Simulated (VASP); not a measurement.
All values below come from HSE06 screened hybrid, VASP's PBE PAW potentials (set 64) (plane waves; VASP).

VASP ran on this input.

### POSCAR
```
Ge63
1
   11.5673955220     0.0000000000     0.0000000000
    0.0000000000    11.5673955220     0.0000000000
    0.0000000000     0.0000000000    11.5673955220
Ge
63
Direct
  0.5000949737   0.0003978759   0.0000743360
  0.6268321125   0.1257319734   0.1264549186
  0.7498312013   0.2500059987   0.0001419657
  0.8742870489   0.3732048051   0.1263058488
  0.7497749620   0.9993849244   0.2507206932
  0.8741297362   0.1261860067   0.3732442598
  0.9998888890   0.9999682990   0.9999469151
  0.1243820289   0.1245362011   0.1244333747
  0.2504778363   0.2503051227   0.0010473691
  0.3757960919   0.3755792822   0.1254249921
  0.4999856803   0.4998466775   0.0000045299
  0.6244870160   0.6243649092   0.1251967133
  0.7498184384   0.7498864822   0.0007034194
  0.8754442140   0.8756225475   0.1246985725
  0.2504233690   0.0014080954   0.2505312312
  0.3757874154   0.1256414663   0.3758875824
  0.4996066555   0.2519777035   0.2521013368
  0.6196087053   0.3804527560   0.3802900210
  0.7480509886   0.5005284225   0.2519871105
  0.8747699694   0.6243514078   0.3755896017
  0.5000317985   0.0000900022   0.4999047929
  0.6243479972   0.1254337169   0.6242676058
  0.7479748882   0.2521560017   0.5003950713
  0.8749467833   0.3753851684   0.6245586519
  0.7496264086   0.0009663769   0.7496736857
  0.8754308463   0.1245443216   0.8756179837
  0.0000483328   0.4999883254   0.0001592453
  0.1255231913   0.6269834933   0.1261786481
  0.2500418027   0.7501055809   0.0000225179
  0.3730995266   0.8748333146   0.1260594361
  0.0009397209   0.2503453858   0.2504883920
  0.1254583208   0.3755916862   0.3757632910
  0.2517778759   0.4994237287   0.2517368471
  0.3798309784   0.6201642778   0.3797695892
  0.5004684774   0.7482759521   0.2516974821
  0.6243574316   0.8746983388   0.3756958802
  0.9999228090   0.0002693853   0.5000561035
  0.1260094300   0.1257335856   0.6268513196
  0.2519977603   0.2519821084   0.4997484762
  0.3802660313   0.3804444185   0.6198455725
  0.6201974036   0.6199238023   0.6201868236
  0.7483849886   0.7483228338   0.4996792309
  0.8741964078   0.8746030100   0.6269727634
  0.2504243995   0.9994631318   0.7497419752
  0.3730576933   0.1260227513   0.8742812650
  0.5004027775   0.2519367981   0.7481392367
  0.6246484449   0.3752308262   0.8751129877
  0.7484251961   0.4993555819   0.7484957515
  0.8744105196   0.6270485959   0.8743180710
  0.9992901074   0.7500552172   0.2505982476
  0.1258476312   0.8747208805   0.3730787257
  0.9999933925   0.4998809872   0.4998954423
  0.1250917179   0.6244432470   0.6244383127
  0.2517163587   0.7483369685   0.5004022353
  0.3757407867   0.8748242727   0.6243984709
  0.9997711038   0.2500163690   0.7498709423
  0.1260597912   0.3730199409   0.8744704276
  0.2517942079   0.5005710530   0.7482900996
  0.3752917754   0.6246027966   0.8751972760
  0.4995521915   0.7482185589   0.7484620243
  0.6270047598   0.8745009551   0.8743765635
  0.0005195014   0.7500576883   0.7495975146
  0.1245511002   0.8755686074   0.8754592286
```

KPOINTS:
```
Automatic mesh
0
gamma
1 1 1
0 0 0
```

INCAR:
```
SYSTEM = Ge63
PREC = Normal
ENCUT = 400
EDIFF = 1E-5
NELM = 50
ALGO = Normal
LREAL = Auto
LASPH = .TRUE.
ISMEAR = 0
SIGMA = 0.05
GGA = PE
LMAXMIX = 4
LWAVE = .FALSE.
LCHARG = .FALSE.
NELMIN = 4
ISYM = 0
NELECT = 253.0
ISPIN = 2
NUPDOWN = 1
MAGMOM = 63*0.0159
LORBIT = 10
HFSCREEN = 0.2
AEXX = 0.25
LHFCALC = .TRUE.
PRECFOCK = Fast
ISIF = 0
```

POTCAR, in this order: Ge (PBE.64 set). Program: vasp_gam. Read from the step before: WAVECAR.

What VASP printed:

### OSZICAR
```
       N       E                     dE             d eps       ncg     rms          rms(c)
DAV:   1    -0.322995421979E+03   -0.32300E+03   -0.20268E+01   636   0.115E+01    0.674E+00
DAV:   2    -0.323169120600E+03   -0.17370E+00   -0.48235E-01   666   0.105E+00    0.441E+00
DAV:   3    -0.323141322990E+03    0.27798E-01   -0.62709E-02   698   0.387E-01    0.259E+00
DAV:   4    -0.323135203432E+03    0.61196E-02   -0.20075E-02   697   0.218E-01    0.150E+00
DAV:   5    -0.323137547716E+03   -0.23443E-02   -0.94623E-03   704   0.163E-01    0.877E-01
DAV:   6    -0.323148125266E+03   -0.10578E-01   -0.86099E-03   704   0.146E-01    0.531E-01
DAV:   7    -0.323155164129E+03   -0.70389E-02   -0.76780E-03   720   0.138E-01    0.321E-01
DAV:   8    -0.323156265168E+03   -0.11010E-02   -0.40124E-03   698   0.931E-02    0.195E-01
DAV:   9    -0.323157184754E+03   -0.91959E-03   -0.16846E-03   706   0.565E-02    0.131E-01
DAV:  10    -0.323158146500E+03   -0.96175E-03   -0.10615E-03   706   0.441E-02    0.105E-01
DAV:  11    -0.323159206002E+03   -0.10595E-02   -0.10903E-03   706   0.461E-02    0.971E-02
DAV:  12    -0.323160328758E+03   -0.11228E-02   -0.11555E-03   706   0.492E-02    0.948E-02
DAV:  13    -0.323161466636E+03   -0.11379E-02   -0.11815E-03   706   0.504E-02    0.926E-02
DAV:  14    -0.323162569071E+03   -0.11024E-02   -0.11158E-03   706   0.488E-02    0.892E-02
DAV:  15    -0.323163582403E+03   -0.10133E-02   -0.98478E-04   706   0.456E-02    0.845E-02
DAV:  16    -0.323164467530E+03   -0.88513E-03   -0.83854E-04   706   0.420E-02    0.785E-02
DAV:  17    -0.323165206671E+03   -0.73914E-03   -0.69453E-04   706   0.382E-02    0.717E-02
DAV:  18    -0.323165800878E+03   -0.59421E-03   -0.55803E-04   706   0.342E-02    0.645E-02
DAV:  19    -0.323166264122E+03   -0.46324E-03   -0.43555E-04   706   0.302E-02    0.573E-02
DAV:  20    -0.323166616950E+03   -0.35283E-03   -0.33284E-04   713   0.263E-02    0.504E-02
DAV:  21    -0.323166881375E+03   -0.26443E-03   -0.25131E-04   706   0.227E-02    0.440E-02
DAV:  22    -0.323167077703E+03   -0.19633E-03   -0.18902E-04   706   0.196E-02    0.382E-02
DAV:  23    -0.323167222922E+03   -0.14522E-03   -0.14228E-04   697   0.169E-02    0.330E-02
DAV:  24    -0.323167330415E+03   -0.10749E-03   -0.10807E-04   674   0.146E-02    0.285E-02
DAV:  25    -0.323167410381E+03   -0.79966E-04   -0.83315E-05   674   0.127E-02    0.247E-02
DAV:  26    -0.323167470252E+03   -0.59870E-04   -0.64165E-05   634   0.110E-02    0.213E-02
DAV:  27    -0.323167515474E+03   -0.45222E-04   -0.51514E-05   586   0.966E-03    0.185E-02
DAV:  28    -0.323167549992E+03   -0.34518E-04   -0.41302E-05   554   0.849E-03    0.161E-02
DAV:  29    -0.323167576631E+03   -0.26639E-04   -0.34176E-05   498   0.752E-03    0.140E-02
DAV:  30    -0.323167597402E+03   -0.20770E-04   -0.28273E-05   450   0.667E-03    0.123E-02
DAV:  31    -0.323167613809E+03   -0.16408E-04   -0.24710E-05   442   0.602E-03    0.109E-02
DAV:  32    -0.323167626937E+03   -0.13128E-04   -0.20530E-05   386   0.533E-03    0.963E-03
DAV:  33    -0.323167637543E+03   -0.10606E-04   -0.18342E-05   402   0.481E-03    0.864E-03
DAV:  34    -0.323167646207E+03   -0.86638E-05   -0.15722E-05   402   0.434E-03
   1 F= -.32316765E+03 E0= -.32316759E+03  d E =-.104846E-03  mag=     1.0000
```

File OUTCAR:
```
------------------------ aborting loop because EDIFF is reached ----------------------------------------
  volume of cell :     1547.77
      direct lattice vectors                 reciprocal lattice vectors
    11.567395522  0.000000000  0.000000000     0.086449884  0.000000000  0.000000000
     0.000000000 11.567395522  0.000000000     0.000000000  0.086449884  0.000000000
     0.000000000  0.000000000 11.567395522     0.000000000  0.000000000  0.086449884
 POSITION                                       TOTAL-FORCE (eV/Angst)
 -----------------------------------------------------------------------------------
      5.78480      0.00460      0.00086         0.132080     -0.086371     -0.042554
      7.25081      1.45439      1.46275        -0.055980      0.029565      0.010276
      8.67359      2.89192      0.00164         0.082206     -0.079931     -0.060431
     10.11322      4.31701      1.46103        -0.018172      0.094913      0.005067
      8.67294     11.56028      2.90019         0.073886     -0.066588     -0.070886
     10.11140      1.45964      4.31746        -0.021616      0.019355      0.052955
     11.56611     11.56703     11.56678         0.027179     -0.033994     -0.017217
      1.43878      1.44056      1.43937        -0.041210      0.108435      0.070639
      2.89738      2.89538      0.01212        -0.000761     -0.046984     -0.020596
      4.34698      4.34447      1.45084        -0.020883      0.026190      0.030520
      5.78353      5.78192      0.00005         0.010960      0.010466     -0.016328
      7.22369      7.22228      1.44820        -0.023919      0.044244      0.015622
      8.67345      8.67423      0.00814         0.012284     -0.035474     -0.004093
     10.12661     10.12867      1.44244        -0.078322      0.068514      0.069716
      2.89675      0.01629      2.89799         0.013747     -0.032981     -0.020841
      4.34688      1.45334      4.34804        -0.023727      0.045942      0.017579
      5.77915      2.91473      2.91616        -0.020306     -0.102799     -0.097381
      7.16726      4.40085      4.39897         0.062231     -0.014172     -0.058964
      8.65300      5.78981      2.91483         0.104972     -0.006235     -0.103434
     10.11881      7.22212      4.34459        -0.030180      0.051737      0.028528
      5.78407      0.00104      5.78260         0.005095     -0.027934      0.010887
      7.22208      1.45094      7.22115        -0.028836      0.052223      0.014473
      8.65212      2.91679      5.78827         0.103471     -0.107826      0.039143
     10.12086      4.34223      7.22452        -0.031420      0.025941      0.018934
      8.67123      0.01118      8.67177         0.017807     -0.008951     -0.013031
     10.12645      1.44065     10.12862        -0.065805      0.111167      0.046561
      0.00056      5.78356      0.00184         0.047883     -0.205959     -0.049572
      1.45198      7.25257      1.45956         0.003351      0.135602      0.029116
      2.89233      8.67677      0.00026         0.055700     -0.068151     -0.049682
      4.31579     10.11954      1.45818        -0.105492      0.019482      0.028328
      0.01087      2.89584      2.89750         0.035034     -0.092324     -0.075095
      1.45123      4.34462      4.34660        -0.020589      0.016914      0.012188
      2.91241      5.77703      2.91194         0.065379     -0.156579      0.007816
      4.39366      7.17369      4.39295        -0.291779      0.306143     -0.192355
      5.78912      8.65560      2.91148         0.154000     -0.090261      0.004047
      7.22219     10.11798      4.34582        -0.003532      0.031487      0.014605
     11.56650      0.00312      5.78435         0.056192     -0.079844     -0.128290
      1.45760      1.45441      7.25104        -0.011957      0.042030      0.096611
      2.91496      2.91478      5.78079         0.041484     -0.026438     -0.133681
      4.39869      4.40075      7.17000        -0.247567     -0.105563      0.257124
      7.17407      7.17090      7.17395         0.178810      0.302080      0.294877
      8.65687      8.65615      5.77999        -0.014104     -0.103008     -0.150423
     10.11218     10.11688      7.25244        -0.033501      0.025102      0.097770
      2.89676     11.56119      8.67256         0.041553     -0.070990     -0.033346
      4.31531      1.45776     10.11316        -0.085458      0.034581     -0.000942
      5.78836      2.91425      8.65402         0.150912     -0.028800     -0.029149
      7.22556      4.34044     10.12278        -0.015714      0.022523      0.009413
      8.65733      5.77624      8.65815        -0.000863     -0.166713     -0.059949
     10.11465      7.25332     10.11358        -0.043646      0.125373     -0.001463
     11.55918      8.67619      2.89877         0.010347     -0.042330     -0.010891
      1.45573     10.11824      4.31555        -0.032817      0.043421      0.014597
     11.56732      5.78232      5.78249         0.012861      0.002343      0.016119
      1.44699      7.22318      7.22312        -0.050752      0.062751      0.032275
      2.91170      8.65631      5.78835         0.067684     -0.088378      0.070391
      4.34634     10.11944      7.22266        -0.046851      0.056497      0.044526
     11.56475      2.89204      8.67405        -0.004315     -0.032617     -0.000335
      1.45818      4.31487     10.11535        -0.045908      0.070309      0.024691
      2.91260      5.79030      8.65577         0.032410      0.021179     -0.025398
      4.34115      7.22503     10.12375        -0.038482      0.066777      0.041811
      5.77852      8.65494      8.65776        -0.055408     -0.087418     -0.058591
      7.25281     10.11570     10.11426        -0.022845      0.045281      0.021110
      0.00601      8.67621      8.67089         0.051265     -0.068456     -0.044065
      1.44073     10.12805     10.12678        -0.018068      0.045502      0.020669
 -----------------------------------------------------------------------------------
    total drift:                                0.032546      0.001136      0.043597
  FREE ENERGIE OF THE ION-ELECTRON SYSTEM (eV)
  ---------------------------------------------------
  free  energy   TOTEN  =      -323.1676462065 eV

  energy  without entropy=     -323.1675413602  energy(sigma->0) =     -323.16759378

  exchange ACFDT corr.  =         0.00000000  see jH, gK, PRB 81, 115126

 total charge

# of ion       s       p       d       tot
------------------------------------------
    1        1.139   1.221   0.053   2.414
    2        1.135   1.237   0.057   2.429
    3        1.141   1.248   0.058   2.448
    4        1.135   1.235   0.057   2.428
    5        1.140   1.249   0.059   2.448
    6        1.135   1.236   0.057   2.428
    7        1.164   1.248   0.058   2.470
    8        1.150   1.240   0.058   2.448
    9        1.140   1.253   0.058   2.451
   10        1.151   1.251   0.058   2.459
   11        1.165   1.245   0.058   2.467
   12        1.150   1.249   0.058   2.456
   13        1.140   1.252   0.058   2.450
   14        1.151   1.240   0.057   2.448
   15        1.138   1.255   0.058   2.450
   16        1.149   1.252   0.058   2.459
   17        1.146   1.238   0.056   2.439
   18        1.219   1.086   0.042   2.348
   19        1.143   1.241   0.056   2.439
   20        1.149   1.250   0.058   2.457
   21        1.165   1.246   0.058   2.469
   22        1.150   1.250   0.058   2.457
   23        1.147   1.235   0.056   2.437
   24        1.151   1.249   0.057   2.457
   25        1.138   1.254   0.058   2.450
...
```
(Selected blocks of OUTCAR.)

The cell is charged, with a uniform compensating background. The supercell is sampled at Γ alone, which is coarse: total energies, pressure and levels can be off, energies of defects by several tenths of an eV.

The cell is a supercell with a defect, built from Ge (diamond): vac_Ge, charge -1. The cell's shape comes from a PBE relaxation.
